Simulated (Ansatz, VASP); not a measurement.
# Al7GaAs8 (alloy, x = 0.125, one random ordering in a cell of 16 atoms (invented)): VASP beside Ansatz, part 3 of 3

Aim: how closely do two programs agree when they are given the same cell, functional and k mesh? The cell is generated by rule, not measured, and may not be a known phase. The cell is taken from a series of runs on this material, whose earlier steps may have relaxed, scaled, displaced or heated it; both programs get it as it stands.

VASP 6.6.1 and Ansatz 0.2.0.

So far: The starting structure; VASP: relaxation of cell and atoms, r2SCAN, pair 1; Ansatz: relaxation of cell and atoms, r2SCAN, pair 1; Comparison; Ansatz: relaxation of cell and atoms, r2SCAN, pair 2.

### 6. VASP: relaxation of cell and atoms, r2SCAN, pair 2

Level of this step: r2SCAN; plane waves and PAW (Al, Ga_d, As); invented cell (VASP).

The same cell, functional, mesh and smearing now go to VASP, with its own data sets.

The input, INCAR:

```
SYSTEM = Al7GaAs8
PREC = Accurate
ENCUT = 550
EDIFF = 1E-07
NELM = 120
ISMEAR = 0
SIGMA = 0.02
LREAL = .FALSE.
ALGO = Normal
METAGGA = R2SCAN
LASPH = .TRUE.
NBANDS = 53
LORBIT = 11
LWAVE = .FALSE.
LCHARG = .FALSE.
ISIF = 3
IBRION = 2
NSW = 80
EDIFFG = -0.005
GGA_COMPAT = .FALSE.
NELMIN = 4
EFERMI = MIDGAP
LMIXTAU = .TRUE.
KPAR = 4
```

The input, POSCAR:

```
Al7GaAs8
1.0
    0.0000000000      5.6600000000      5.6600000000
    5.6600000000      0.0000000000      5.6600000000
    5.6600000000      5.6600000000      0.0000000000
Al Ga As
7 1 8
Direct
    0.7500000000      0.7500000000      0.2500000000
    0.7500000000      0.2500000000      0.2500000000
    0.2500000000      0.7500000000      0.2500000000
    0.7500000000      0.2500000000      0.7500000000
    0.7500000000      0.7500000000      0.7500000000
    0.2500000000      0.7500000000      0.7500000000
    0.2500000000      0.2500000000      0.7500000000
    0.2500000000      0.2500000000      0.2500000000
    0.6250000000      0.1250000000      0.1250000000
    0.6250000000      0.6250000000      0.1250000000
    0.1250000000      0.6250000000      0.1250000000
    0.1250000000      0.1250000000      0.1250000000
    0.6250000000      0.6250000000      0.6250000000
    0.6250000000      0.1250000000      0.6250000000
    0.1250000000      0.1250000000      0.6250000000
    0.1250000000      0.6250000000      0.6250000000
```

The input, KPOINTS:

```
Automatic mesh
0
Gamma
4 4 4
0 0 0
```

PAW data sets: Al, Ga_d and As (PBE family, release 64).

Run with:

```
mpirun -np 4 vasp_std
```

Numbers of over 12 decimals in the logs are rounded to 6 here.

The log of the run:

```text
[banner, memory and clock lines left out]
running    4 mpi-ranks, on    1 nodes
[...]
[... a notice as in an earlier step ...]

 LDA part: xc-table for (None), standard interpolation
 POSCAR, INCAR and KPOINTS ok, starting setup
[...]
entering main loop
       N       E                     dE             d eps       ncg     rms          rms(c)
DAV:   1     0.280088634403E+03    0.28009E+03   -0.30212E+04   848   0.135E+03
DAV:   2    -0.140168621248E+03   -0.42026E+03   -0.39091E+03  1032   0.253E+02
DAV:   3    -0.194273742268E+03   -0.54105E+02   -0.53002E+02  1026   0.992E+01
DAV:   4    -0.196596146277E+03   -0.23224E+01   -0.23115E+01  1070   0.212E+01
[...]
DAV:  20    -0.185890452796E+03    0.89089E-06   -0.11589E-06   990   0.615E-03    0.235E-03
DAV:  21    -0.185890452918E+03   -0.12244E-06   -0.50436E-07   955   0.484E-03    0.282E-03
DAV:  22    -0.185890452934E+03   -0.15717E-07   -0.42733E-07  1006   0.421E-03
   1 F= -.18589045E+03 E0= -.18589045E+03  d E =-.185890E+03
[... from here on, the cycles between the ionic steps are left out ...]
   2 F= -.18589507E+03 E0= -.18589507E+03  d E =-.461963E-02
   3 F= -.18589722E+03 E0= -.18589722E+03  d E =-.676960E-02
   4 F= -.18589722E+03 E0= -.18589722E+03  d E =-.676570E-02
   5 F= -.18589756E+03 E0= -.18589756E+03  d E =-.338047E-03
   6 F= -.18589764E+03 E0= -.18589764E+03  d E =-.425308E-03
[...]
reached required accuracy - stopping structural energy minimisation
```

OUTCAR, selected parts (step 6):

```text
  Total        0.0026801      0.0026801      0.0026801     -0.0000000      0.0000000      0.0000000
  in kB        0.0117388      0.0117388      0.0117388     -0.0000000      0.0000000      0.0000000
  external PRESSURE =       0.0117388 kB  Pullay stress =       0.0000000 kB

 POSITION                                       TOTAL-FORCE (eV/Angst)
 -----------------------------------------------------------------------------------
      5.67631      5.67631      8.51144         0.000000      0.000000     -0.000008
      2.84118      5.67631      5.67631         0.000008      0.000000      0.000000
      5.67631      2.84118      5.67631         0.000000      0.000008      0.000000
      5.67631      8.51144      5.67631         0.000000     -0.000008      0.000000
      8.51447      8.51447      8.51447         0.000000      0.000000      0.000000
      8.51144      5.67631      5.67631        -0.000008      0.000000      0.000000
      5.67631      5.67631      2.84118         0.000000      0.000000      0.000008
      2.83816      2.83816      2.83816         0.000000      0.000000      0.000000
      1.41587      4.26044      4.26044        -0.000214      0.000214      0.000214
      4.25718      4.25718      7.09544        -0.001653     -0.001653      0.001653
      4.26044      1.41587      4.26044         0.000214     -0.000214      0.000214
      1.41587      1.41587      1.41587        -0.000214     -0.000214     -0.000214
      7.09544      7.09544      7.09544         0.001653      0.001653      0.001653
      4.25718      7.09544      4.25718        -0.001653      0.001653     -0.001653
      4.26044      4.26044      1.41587         0.000214      0.000214     -0.000214
      7.09544      4.25718      4.25718         0.001653     -0.001653     -0.001653
 -----------------------------------------------------------------------------------
    total drift:                               -0.000001     -0.000001     -0.000001

  FREE ENERGIE OF THE ION-ELECTRON SYSTEM (eV)
  ---------------------------------------------------
  free  energy   TOTEN  =      -185.8976439365 eV

  energy  without entropy=     -185.8976439365  energy(sigma->0) =     -185.89764394

[... 2 parts as in an earlier step ...]

[... 2 further parts left out ...]
[key lines of the parts left out:]
E-fermi :   4.4142
```

### 7. Side by side

What differs besides the data sets and the points named for the pairs above, as far as they apply: the data sets hold 154 valence electrons in Ansatz (on its PAW soft_1 files) and 74 in VASP. Total energies have different zeros and are not compared.

The two programs side by side:

```
                                         quantity  Ansatz    VASP  difference
                                      volume (Å³)  365.66  365.79     -0.04 %
edge a after relaxation, in the typed setting (Å)   8.027   8.027     -0.01 %
```

### 8. Summary of results

| Item | Value |
| --- | --- |
| difference in volume (relaxation of cell and atoms, r2SCAN, pair 1) | -0.044 % |
| difference in volume (relaxation of cell and atoms, r2SCAN, pair 2) | -0.036 % |

In words: The difference in volume is -0.044 % (relaxation of cell and atoms, r2SCAN, pair 1), within the 1.2 % picked in this series as the mark of a large difference, as far as the stopping tolerances let one tell. The data sets hold unlike numbers of valence electrons (154 in Ansatz and 74 in VASP), so part of the differences comes from the potentials. How closely two codes agree says nothing of how well the functional describes the real material.

[Lines on the potential files, build, host, timing and source positions are cut from VASP's logs without a mark.]

[Logs are printed without paths, hosts, clocks, repeated set-up lines and the standing remarks that a program may print on its own settings, such as how far it seeks lower states.]

[Hosts, paths, dates, database ids (printed as entryN), source tags and the programs' standing remarks are cut or masked in the printed files.]
